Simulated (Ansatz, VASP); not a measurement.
Pt3Rh in VASP and in Ansatz

```xyz
4
Lattice="3.9354 0.0000 0.0000 0.0000 3.9354 0.0000 0.0000 0.0000 3.9354" Properties=species:S:1:pos:R:3 pbc="T T T"
Rh    1.9677    1.9677    1.9677
Pt    1.9677    0.0000    0.0000
Pt    0.0000    1.9677    0.0000
Pt    0.0000    0.0000    1.9677
```

Alike in both runs: task relaxation of cell and atoms; functional LDA; k mesh 12 × 12 × 12; occupations gaussian, width 0.1 eV; no spin polarisation.

```csv
,VASP,Ansatz
version,VASP 6.6.1,Ansatz 0.2.0
potentials or method,"VASP PAW LDA potentials, release 64 (Rh_pv, Pt)","scalar-relativistic, plane waves, PAW"
plane-wave cutoff (eV),600,420
valence electrons in the cell,45,71
```

```tsv
	VASP	Ansatz	Ansatz less VASP
gap on the k mesh at the Fermi level, each at its own relaxed structure (eV)	none	none	-
relaxed volume (Å³/atom)	14.41	14.37	-0.041
relaxed cell length with the largest relative difference (Å)	3.863	3.859	-0.0036
energy change over the relaxation (meV/atom)	-41	-45	-4.0
```

A gap of «none» marks a metal or a gap that the smearing closes. The two sets of potentials don't hold the same shells in valence.

Spin-orbit coupling is left out, which matters for the levels of Pt.
